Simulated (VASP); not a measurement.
Here is the system:

```xyz
8
Lattice="-0.0009 5.8912 5.8868 5.8912 -0.0009 5.8868 2.9451 2.9451 0.0000" Properties=species:S:1:pos:R:3 pbc="T T T"
Cd     5.8903     5.8903    11.6954
Cd     5.9304     8.7953     8.8671
Cd     8.7953     5.9304     8.8671
Cd     5.8903     5.8903     5.8910
Se     1.4726     1.4726     1.4815
S      4.4095     1.4808     4.4143
S      1.4808     4.4095     4.4143
S      4.4177     4.4177     7.3507
```

Level of theory: PBEsol GGA, VASP's PBE PAW potentials (set 64) (plane waves; VASP). Run with 400 eV cut-off, 4×4×7 Γ-centred mesh, tetrahedra with Blöchl corrections, potentials Cd Se S.

The cores are frozen, which limits the accuracy of field gradients.

Task: Give the principal components of the electric field gradient (V/Å²) and the asymmetry η at each nucleus.

Result: 
| atom | Vxx | Vyy | Vzz | η |
|---|---|---|---|---|
| Cd1 | 7.3 | 0.8 | -8.1 | 0.81 |
| Cd2 | -3.8 | -3.7 | 7.5 | 0.01 |
| Cd3 | -3.8 | -3.7 | 7.5 | 0.01 |
| Cd4 | 0.7 | 0.2 | -0.8 | 0.61 |
| Se5 | 15.3 | 4.4 | -19.8 | 0.55 |
| S6 | 7.7 | 3.5 | -11.2 | 0.37 |
| S7 | 7.7 | 3.5 | -11.2 | 0.37 |
| S8 | 7.4 | 1.6 | -9.0 | 0.64 |

The structure was generated: Cd4S3Se was put into an ordered model structure (Amm2), which need not be its known phase. It was relaxed first.
